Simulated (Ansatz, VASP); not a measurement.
# Ni in two plane-wave programs, part 2 of 3

One calculation is typed for both programs; each brings its own data sets. How far apart do they land? Of the first pair: The structure shown is frame 250 of Ansatz's trajectory.

VASP 6.6.1 and Ansatz 0.2.0.

So far: The structure; Ansatz: dynamics, PBE.

**3. VASP: single point, PBE, pair 1**

Level of this step: PBE, no spin polarisation; plane waves and PAW (Ni) (VASP).

The same cell, functional, mesh and smearing now go to VASP, with its own data sets.

Lines of VASP's logs that name or quote its potential files are left out, and so is its time.

INCAR reads:

```
SYSTEM = Ni
PREC = Accurate
ENCUT = 520
EDIFF = 1E-06
NELM = 120
ISMEAR = -1
SIGMA = 0.153
LREAL = .FALSE.
ALGO = Normal
GGA = PE
NBANDS = 99
LASPH = .TRUE.
LORBIT = 11
LWAVE = .FALSE.
LCHARG = .FALSE.
ISIF = 2
GGA_COMPAT = .FALSE.
```

POSCAR reads:

```
Ni
1.0
    5.8448000000      0.0000000000      0.0000000000
    0.0000000000      5.8448000000      0.0000000000
    0.0000000000      0.0000000000      5.8448000000
Ni
16
Direct
    0.0306768410      0.5549035040      0.6863194635
    0.2932521215      0.1338796879      0.2531994251
    0.9642588284      0.7673658637      0.0384957569
    0.4148473857      0.0785997810      0.6182418560
    0.7478100192      0.2895052012      0.6324938407
    0.3459998631      0.7670921161      0.8301738297
    0.1706645223      0.7209485355      0.3343826992
    0.9312551328      0.3921605530      0.2257733370
    0.4160963592      0.4531207227      0.4490658363
    0.9148302765      0.9996407063      0.4444805639
    0.2459108952      0.4070113605      0.9945079387
    0.5060395565      0.7712154394      0.1776108678
    0.7111278401      0.7763310977      0.6463523132
    0.6648131673      0.0243977553      0.9663290446
    0.6512626608      0.4376026554      0.0067752532
    0.0280591295      0.1467116069      0.8517143444
```

KPOINTS reads:

```
Automatic mesh
0
Gamma
1 1 1
0 0 0
```

The projector-augmented-wave data sets are Ni (PBE family, release 64).

Launch:

```bash
$ mpirun -np 8 vasp_gam
```

Numbers of over 12 decimals in the logs are rounded to 6 here.

The log of the run:

```text
[banner, memory and clock lines left out]
running    8 mpi-ranks, on    1 nodes
 distrk:  each k-point on    8 cores,    1 groups
 distr:  one band on    1 cores,    8 groups

 POSCAR found type information on POSCAR Ni
 POSCAR found :  1 types and      16 ions
|                                                                             |
|           W    W    AA    RRRRR   N    N  II  N    N   GGGG   !!!           |
|           W    W   A  A   R    R  NN   N  II  NN   N  G    G  !!!           |
|           W    W  A    A  R    R  N N  N  II  N N  N  G       !!!           |
|           W WW W  AAAAAA  RRRRR   N  N N  II  N  N N  G  GGG   !            |
|           WW  WW  A    A  R   R   N   NN  II  N   NN  G    G                |
|           W    W  A    A  R    R  N    N  II  N    N   GGGG   !!!           |
|                                                                             |
|     For optimal performance we recommend to set                             |
|       NCORE = 2 up to number-of-cores-per-socket                            |
|     NCORE specifies how many cores store one orbital (NPAR=cpu/NCORE).      |
|     This setting can greatly improve the performance of VASP for DFT.       |
|     The default, NCORE=1 might be grossly inefficient on modern             |
|     multi-core architectures or massively parallel machines. Do your        |
|     Unfortunately you need to use the default for GW and RPA                |
|     calculations (for HF NCORE is supported but not extensively tested      |
|     yet).                                                                   |
|                                                                             |

 LDA part: xc-table for (Slater+PW92), standard interpolation
|                                                                             |
|           W    W    AA    RRRRR   N    N  II  N    N   GGGG   !!!           |
|           W    W   A  A   R    R  NN   N  II  NN   N  G    G  !!!           |
|           W    W  A    A  R    R  N N  N  II  N N  N  G       !!!           |
|           W WW W  AAAAAA  RRRRR   N  N N  II  N  N N  G  GGG   !            |
|           WW  WW  A    A  R   R   N   NN  II  N   NN  G    G                |
|           W    W  A    A  R    R  N    N  II  N    N   GGGG   !!!           |
|                                                                             |
|     The number of bands has been changed from the values supplied in        |
|     The orbitals not found in the WAVECAR file will be initialized with     |
|     random numbers, which is usually adequate. For correlated               |
|     calculations, however, you should redo the groundstate calculation.     |
|     I found NBANDS = 99. Now, NBANDS = 104.                                 |
|                                                                             |

 POSCAR, INCAR and KPOINTS ok, starting setup
 FFT: planning ... GRIDC
 FFT: planning ... GRID_SOFT
 FFT: planning ... GRID
 WAVECAR not read
 entering main loop
       N       E                     dE             d eps       ncg     rms          rms(c)
DAV:   1     0.159902345087E+04    0.15990E+04   -0.77146E+04   208   0.251E+03
DAV:   2     0.123078566437E+03   -0.14759E+04   -0.14068E+04   208   0.500E+02
DAV:   3    -0.802845711289E+02   -0.20336E+03   -0.17497E+03   224   0.203E+02
DAV:   4    -0.922884608830E+02   -0.12004E+02   -0.11470E+02   216   0.598E+01
DAV:   5    -0.924427630857E+02   -0.15430E+00   -0.15410E+00   232   0.627E+00    0.368E+01
DAV:   6    -0.883340416210E+02    0.41087E+01   -0.14613E+02   216   0.105E+02    0.466E+01
DAV:   7    -0.959251563334E+02   -0.75911E+01   -0.12774E+02   232   0.158E+02    0.460E+01
DAV:   8    -0.900444296909E+02    0.58807E+01   -0.31068E+01   240   0.995E+01    0.419E+01
DAV:   9    -0.834002155627E+02    0.66442E+01   -0.24226E+01   232   0.564E+01    0.283E+01
DAV:  10    -0.804847068916E+02    0.29155E+01   -0.12916E+01   224   0.508E+01    0.227E+01
DAV:  11    -0.798170741169E+02    0.66763E+00   -0.69875E+00   232   0.486E+01    0.242E+01
DAV:  12    -0.795428525845E+02    0.27422E+00   -0.12003E+01   240   0.413E+01    0.198E+01
DAV:  13    -0.781349893620E+02    0.14079E+01   -0.49548E+00   224   0.352E+01    0.121E+01
DAV:  14    -0.779089690637E+02    0.22602E+00   -0.21375E+00   224   0.218E+01    0.856E+00
[...]
DAV:  25    -0.775614395902E+02    0.96658E-03   -0.18113E-03   232   0.595E-01    0.197E-01
DAV:  26    -0.775614214115E+02    0.18179E-04   -0.39275E-04   256   0.278E-01    0.180E-01
DAV:  27    -0.775613034877E+02    0.11792E-03   -0.34312E-04   240   0.242E-01    0.780E-02
DAV:  28    -0.775613089672E+02   -0.54795E-05   -0.11714E-04   240   0.150E-01    0.762E-02
DAV:  29    -0.775612865671E+02    0.22400E-04   -0.62688E-05   232   0.123E-01    0.357E-02
DAV:  30    -0.775612854554E+02    0.11117E-05   -0.13195E-05   232   0.421E-02    0.290E-02
DAV:  31    -0.775612821089E+02    0.33464E-05   -0.10141E-05   216   0.465E-02    0.848E-03
DAV:  32    -0.775612814081E+02    0.70080E-06   -0.22224E-06   112   0.183E-02
   1 F= -.77561281E+02 E0= -.76039472E+02  d E =-.304362E+01
```

Parts of OUTCAR (step 3):

```text
ion  position               nearest neighbor table
   1  0.031  0.555  0.686-  13 2.28   5 2.29  11 2.36   6 2.38   7 2.42   3 2.44  16 2.57   9 2.71
                             8 2.91  15 2.98  10 3.04
   2  0.293  0.134  0.253-  11 2.22   4 2.27   9 2.30  12 2.50   7 2.56  10 2.60   8 2.60  16 2.81
                            14 2.82
   3  0.964  0.767  0.038-   7 2.13  14 2.34   1 2.44   8 2.46  16 2.50   6 2.54  15 2.66  11 2.69
                            13 2.73  10 2.75  12 2.80
   4  0.415  0.079  0.618-   6 2.24   2 2.27   5 2.31   9 2.40  13 2.48  14 2.52  16 2.67   7 3.03
                            11 3.08
   5  0.748  0.290  0.632-  16 2.24  10 2.24   1 2.29   4 2.31   9 2.41  15 2.42  14 2.54   8 2.68
                            13 2.85  13 3.01
   6  0.346  0.767  0.830-  12 2.24   4 2.24   1 2.38  11 2.39  13 2.39  14 2.52   3 2.54  15 2.82
                            16 2.90   9 2.91   7 3.09
   7  0.171  0.721  0.334-   3 2.13  12 2.18   9 2.23  10 2.30   1 2.42   8 2.46   2 2.56  11 2.74
                             4 3.03   6 3.09
   8  0.931  0.392  0.226-  15 2.09  11 2.28   3 2.46   7 2.46   2 2.60  10 2.63  16 2.68   5 2.68
                             1 2.91  14 3.06
   9  0.416  0.453  0.449-   7 2.23   2 2.30   4 2.40   5 2.41  12 2.50   1 2.71  13 2.81  11 2.85
                             6 2.91  15 2.93
  10  0.915  1.000  0.444-  13 2.12   5 2.24   7 2.30   2 2.60  16 2.62   8 2.63   3 2.75   1 3.04

  LATTYP: Found a simple cubic cell.
 ALAT       =     5.8448000000

 Subroutine GETGRP returns: Found  1 space group operations
 (whereof  1 operations were pure point group operations)

The static configuration has the point symmetry C_1 .

 Found      1 irreducible k-points:

   k-points           NKPTS =      1   k-points in BZ     NKDIM =      1   number of bands    NBANDS=    104

   dimension x,y,z NGX =    48 NGY =   48 NGZ =   48
   dimension x,y,z NGXF=    96 NGYF=   96 NGZF=   96

   ENCUT  =  520.0 eV  38.22 Ry    6.18 a.u.  10.87 10.87 10.87*2*pi/ulx,y,z

   NELECT =     160.0000    total number of electrons

 k-points in reciprocal lattice and weights: Automatic mesh
   0.00000000  0.00000000  0.00000000       1.000

 average (electrostatic) potential at core
       1 -83.7078       2 -83.6303       3 -83.7464       4 -83.6513       5 -83.7421
       6 -83.6838       7 -83.9687       8 -83.7359       9 -83.5570      10 -83.6758
      11 -83.8855      12 -83.8584      13 -83.7677      14 -83.7521      15 -83.7123
      16 -83.6974

 E-fermi :   7.4579

 k-point     1 :       0.0000    0.0000    0.0000
  band No.  band energies     occupation
    ...
     80       7.3764      1.26004
     81       7.4211      1.11966
     82       7.4898      0.89595
     83       7.5322      0.76189
     84       7.5903      0.59228
     85       7.6378      0.47147
     86       7.6529      0.43680
     87       7.8416      0.15060
     88       9.7005      0.00000
     89       9.8736      0.00000
    ...

  Total        6.4149143      6.9797104     -1.5352750      1.0790793     -8.1861621      4.0555701
  in kB       51.4745402     56.0065755    -12.3193497      8.6587453    -65.6873825     32.5426957
  external PRESSURE =      31.7205887 kB  Pullay stress =       0.0000000 kB

  energy-cutoff  :      520.00
  volume of cell :      199.67
      direct lattice vectors                 reciprocal lattice vectors
     5.844800000  0.000000000  0.000000000     0.171092253  0.000000000  0.000000000
     0.000000000  5.844800000  0.000000000     0.000000000  0.171092253  0.000000000
     0.000000000  0.000000000  5.844800000     0.000000000  0.000000000  0.171092253

 POSITION                                       TOTAL-FORCE (eV/Angst)
 -----------------------------------------------------------------------------------
      0.17930      3.24330      4.01140         0.526127     -0.041850     -0.907824
      1.71400      0.78250      1.47990        -0.544954     -1.496831     -0.759168
      5.63590      4.48510      0.22500        -0.983649      0.133799     -1.575268
      2.42470      0.45940      3.61350        -0.409573      0.111004      0.243547
      4.37080      1.69210      3.69680        -0.847946      1.065772     -0.542710
      2.02230      4.48350      4.85220        -0.521658     -0.321714     -0.189514
      0.99750      4.21380      1.95440        -0.387277      0.525717      2.035369
      5.44300      2.29210      1.31960         0.918852     -0.775902      2.214962
      2.43200      2.64840      2.62470         0.699098      0.062104      0.162323
      5.34700      5.84270      2.59790         0.586780      0.762695     -1.654300
      1.43730      2.37890      5.81270         1.289668      1.865391      0.063127
      2.95770      4.50760      1.03810         1.343450     -0.858828      2.127157
      4.15640      4.53750      3.77780        -1.071018     -1.420448      0.724820
      3.88570      0.14260      5.64800        -0.266336      1.768557     -0.740129
      3.80650      2.55770      0.03960        -1.237210      0.356698     -1.033326
      0.16400      0.85750      4.97810         0.905647     -1.736165     -0.169066
 -----------------------------------------------------------------------------------
    total drift:                                0.000373      0.000414      0.000042

  FREE ENERGIE OF THE ION-ELECTRON SYSTEM (eV)
  ---------------------------------------------------
  free  energy   TOTEN  =       -77.5612814081 eV

  energy  without entropy=      -74.5176632176  energy(sigma->0) =      -76.03947231

 total charge
# of ion       s       p       d       tot
------------------------------------------
    1        0.512   0.447   8.316   9.275
    2        0.494   0.411   8.321   9.226
    3        0.480   0.461   8.323   9.264
    4        0.483   0.423   8.320   9.226
    5        0.526   0.482   8.348   9.356
    6        0.506   0.458   8.324   9.289
    7        0.550   0.510   8.357   9.418
    8        0.470   0.411   8.338   9.219
    9        0.474   0.388   8.317   9.179
   10        0.496   0.388   8.324   9.209
   11        0.545   0.501   8.337   9.384
   12        0.522   0.472   8.347   9.340
   13        0.496   0.426   8.314   9.235
   14        0.518   0.466   8.337   9.321
   15        0.482   0.428   8.334   9.244
   16        0.500   0.432   8.326   9.258
--------------------------------------------------
tot          8.056   7.103 133.284 148.444
```

This run has no spin polarisation, so a moment on Ni, if there is one, isn't seen.

**4. Differences**

Known differences besides the potentials themselves: the data sets hold 288 valence electrons in Ansatz (on its default PAW (the set named soft_2) files) and 160 in VASP; the cutoff is 420 eV in Ansatz and 520 eV in VASP. Total energies have different zeros and are not compared.

Forces on 7 of the 16 atoms, those with the largest forces and the largest differences (eV/Å; atoms numbered as in POSCAR):

| atom | Ansatz x, y, z | VASP x, y, z |
| --- | --- | --- |
| Ni7 | -0.392, 0.556, 2.065 | -0.387, 0.526, 2.035 |
| Ni8 | 0.930, -0.786, 2.239 | 0.919, -0.776, 2.215 |
| Ni11 | 1.299, 1.886, 0.067 | 1.290, 1.865, 0.063 |
| Ni12 | 1.357, -0.873, 2.160 | 1.343, -0.859, 2.127 |
| Ni13 | -1.078, -1.444, 0.739 | -1.071, -1.420, 0.725 |
| Ni14 | -0.274, 1.797, -0.761 | -0.266, 1.769, -0.740 |
| Ni16 | 0.925, -1.753, -0.161 | 0.906, -1.736, -0.169 |

The forces differ by 15 meV/Å r.m.s., which is 1.5 % of the r.m.s. force of 1.039 eV/Å (both taken over all components).

**5. Ansatz: dynamics, PBE**

One frame of this run of dynamics is then solved in both programs, so the motion causes no difference. This pair takes another cell of the material, with 48 atoms against 16 for the pair before.

The structure compared here is frame 40 of Ansatz's trajectory.

input.yaml reads:

```yaml
crystal:
  lattice:
    - [8.4296, 0.0, 0.0]
    - [0.0, 8.4296, 0.0]
    - [0.0, 0.0, 8.4296]
  atoms:
    - { symbol: Ni, position: [0.29821, 0.06855, 0.63606] }
    - { symbol: Ni, position: [0.05251, 0.48348, 0.88573] }
    - { symbol: Ni, position: [0.75894, 0.16467, 0.60914] }
    - { symbol: Ni, position: [0.04189, 0.61724, 0.65296] }
    - { symbol: Ni, position: [0.95034, 0.18717, 0.83393] }
    - { symbol: Ni, position: [0.22726, 0.08712, 0.9378] }
    - { symbol: Ni, position: [0.44662, 0.63001, 0.16444] }
    - { symbol: Ni, position: [0.20128, 0.30267, 0.78335] }
    - { symbol: Ni, position: [0.83018, 0.88988, 0.57862] }
    - { symbol: Ni, position: [0.54534, 0.37657, 0.70742] }
    - { symbol: Ni, position: [0.69842, 0.95736, 0.82535] }
    - { symbol: Ni, position: [0.36192, 0.35897, 0.03718] }
    - { symbol: Ni, position: [0.94989, 0.23804, 0.09322] }
    - { symbol: Ni, position: [0.66967, 0.11648, 0.05885] }
    - { symbol: Ni, position: [0.07464, 0.88932, 0.47013] }
    - { symbol: Ni, position: [0.54016, 0.92, 0.59077] }
    - { symbol: Ni, position: [0.05096, 0.40201, 0.46857] }
    - { symbol: Ni, position: [0.02428, 0.14297, 0.51346] }
    - { symbol: Ni, position: [0.03276, 0.93007, 0.77458] }
    - { symbol: Ni, position: [0.84935, 0.71517, 0.86908] }
    - { symbol: Ni, position: [0.56544, 0.48888, 0.43263] }
    - { symbol: Ni, position: [0.27375, 0.27952, 0.35562] }
    - { symbol: Ni, position: [0.58724, 0.82148, 0.33818] }
    - { symbol: Ni, position: [0.33021, 0.96265, 0.39647] }
    - { symbol: Ni, position: [0.12672, 0.50944, 0.14439] }
    - { symbol: Ni, position: [0.85748, 0.52726, 0.10061] }
    - { symbol: Ni, position: [0.00518, 0.76858, 0.2253] }
    - { symbol: Ni, position: [0.62331, 0.41357, 0.17438] }
    - { symbol: Ni, position: [0.44244, 0.11786, 0.15648] }
    - { symbol: Ni, position: [0.62224, 0.67391, 0.66288] }
    - { symbol: Ni, position: [0.72568, 0.77802, 0.11446] }
    - { symbol: Ni, position: [0.42901, 0.81787, 0.85433] }
    - { symbol: Ni, position: [0.12719, 0.74531, 0.98321] }
    - { symbol: Ni, position: [0.29676, 0.77461, 0.63677] }
    - { symbol: Ni, position: [0.1307, 0.07591, 0.20601] }
    - { symbol: Ni, position: [0.89847, 0.95543, 0.01714] }
    - { symbol: Ni, position: [0.34437, 0.86627, 0.12621] }
    - { symbol: Ni, position: [0.7385, 0.30423, 0.89872] }
    - { symbol: Ni, position: [0.33288, 0.54931, 0.82203] }
    - { symbol: Ni, position: [0.85785, 0.58802, 0.42889] }
    - { symbol: Ni, position: [0.85434, 0.44079, 0.72418] }
    - { symbol: Ni, position: [0.31722, 0.47272, 0.5733] }
    - { symbol: Ni, position: [0.83736, 0.03154, 0.28842] }
    - { symbol: Ni, position: [0.49769, 0.12987, 0.85335] }
    - { symbol: Ni, position: [0.60443, 0.56107, 0.92768] }
    - { symbol: Ni, position: [0.80123, 0.30414, 0.37743] }
    - { symbol: Ni, position: [0.56145, 0.17433, 0.41189] }
    - { symbol: Ni, position: [0.25989, 0.66829, 0.38179] }
kpoints:
  mp_grid: { grid: [1, 1, 1] }
hamiltonian:
  xc: pbe
scf:
  occupations: { method: fermi_dirac, width: 0.153 }
output:
  forces: true
  stress: true
md:
  timestep: 4.0
  n_steps: 120
  ensemble: nvt_nose_hoover
  temperature: 1773
  initial_velocities: maxwell_boltzmann
  seed: 5
```

Launch:

```bash
$ ansatz run input.yaml --threads 8 --pin off --max-ram 15360MiB --backend cpu --events-out ev --progress --plain --runs-dir out
```

The log of the run:

```text
[...]
Crystal: 48 atoms, lattice volume = 598.992 Å³
Basis set: ecut = 420 eV, 11753 PW (Γ), exchange–correlation on 120×120×120 points (8 copies of the dense FFT grid, shifted against one another)
Bands: 526, of which v1, the nominal top of the filled ones, is band 432 counted from 1 (431 counted from 0)
Symmetry: 1 space group operations
k-points: 1
[...]
atom  48  Ni    -0.33164100     0.16839908    -0.19864272
  max |Σ_I F_I| component: 1.88e-5 eV/Å
--- Stress (GPa, compression-positive) ---
       -3.410344      -0.607378       0.880120
       -0.607378       1.034176       1.104618
        0.880120       1.104618      -3.542584
  P = ⅓ Tr σ = -1.9729 GPa (-19.729 kbar)
--- MD trajectory: 120 steps, t = 0.0 → 480.0 fs ---
[...]
conserved energy: peak-to-peak 3.844e-2 eV (8.009e-4 eV/atom) over 480.0 fs
[key lines of the parts left out:]
SCF converged after 11 iterations
Free energy (F): -280288.159745 eV
Fermi energy:    15.156663 eV
```

(Part 2 of 3 ends here.)

[Lines on the potential files, build, host, timing and source positions are cut from VASP's logs without a mark.]

[Logs are printed without paths, hosts, clocks, repeated set-up lines and the standing remarks that a program may print on its own settings, such as how far it seeks lower states.]

[Hosts, paths, dates, database ids (printed as entryN), source tags and the programs' standing remarks are cut or masked in the printed files.]
